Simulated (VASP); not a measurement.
Given:

```
CELL_PARAMETERS angstrom
      0.00000     2.74000     2.74000
      2.74000     0.00000     2.74000
      2.74000     2.74000     0.00000
ATOMIC_POSITIONS crystal
  Yb 0.00000 0.00000 0.00000
```

Calculation: PBEsol GGA, VASP's PBE PAW potentials (set 64) (plane waves; VASP). Numerical set-up: 400 eV cut-off, 10×10×10 Γ-centred mesh, first-order Methfessel-Paxton smearing of 0.10 eV, potentials Yb_2.

The 4f electrons are frozen in the core of the lanthanide potential, so 4f levels, which can set the real gap, and their magnetism are missing. Energy and stress use the plane-wave basis of the starting cell.

Question: The ions, cell shape and volume are relaxed. Which structure does the run end with?

Answer: 
```
CELL_PARAMETERS angstrom
      0.00000     2.64044     2.64044
      2.64044     0.00000     2.64044
      2.64044     2.64044     0.00000
ATOMIC_POSITIONS crystal
  Yb 0.00000 0.00000 0.00000
```
Space group Fm-3m (225), at a tolerance of 0.03 Å.

Question: How do energy and volume change from the first to the last step?

Answer: The energy (σ→0) changes by -23.3 meV/atom and the volume by -10.5 %, in 4 ionic steps.

The compound is Yb in the fcc structure. This run relaxes it. Symmetry was kept, so distortions that lower it aren't found.
